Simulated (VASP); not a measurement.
Here is a VASP 6.6.1 calculation.

File INCAR:

```
PREC = Accurate
ENCUT = 900
EDIFF = 1E-7
ISMEAR = 0
SIGMA = 0.02
LREAL = False
LASPH = True
NELM = 60
ALGO = Fast
ISIF = 4
LWAVE = False
LCHARG = False
GGA = PE
IBRION = 2
NSW = 80
EDIFFG = -0.002
```

Contents of KPOINTS:

```
Automatic mesh
0
Gamma
  12 12 6
```

File POSCAR:

```
AlN                                     
1.0
    3.0961020704     -0.0000000000     -0.0000000000
   -1.5480510352      2.6813030437      0.0000000000
    0.0000000000      0.0000000000      4.9636437017
  Al              N             
     2     2
Direct
     0.3333333300000021    0.6666666699999979    0.9992341336011743
     0.6666666699999979    0.3333333300000021    0.4992341336011744
     0.3333333300000021    0.6666666699999979    0.3807658663988282
     0.6666666699999979    0.3333333300000021    0.8807658663988283
```

Potentials or basis: VASP PAW PBE potentials, release 64 (Al, N_h).

The run is started by

```sh
$ cat potpaw_PBE.64/Al/POTCAR potpaw_PBE.64/N_h/POTCAR > POTCAR
$ mpirun -np 1 vasp_std > vasp.out
```

Q: Predict the band gap on the k mesh.

A: 4.32 eV, direct.

The path:
| step | energy change (eV) | largest force (eV/Å) | pressure (GPa) | volume (Å³) |
| --- | --- | --- | --- | --- |
| 1 | 0.0000 | 0.0115 | 6.33 | 41.21 |
| 2 | -0.0001 | 0.0135 | 6.31 | 41.21 |
| 3 | -0.0001 | 0.0145 | 6.30 | 41.21 |
| 4 | -0.0001 | 0.0104 | 6.29 | 41.21 |
| 5 | -0.0001 | 0.0002 | 6.29 | 41.21 |

Caveat: the cutoff is under 1.25 times the usual one of these potentials, so pressure, stress and relaxed cells hold a basis-set (Pulay) error. A k mesh can miss the band edges.
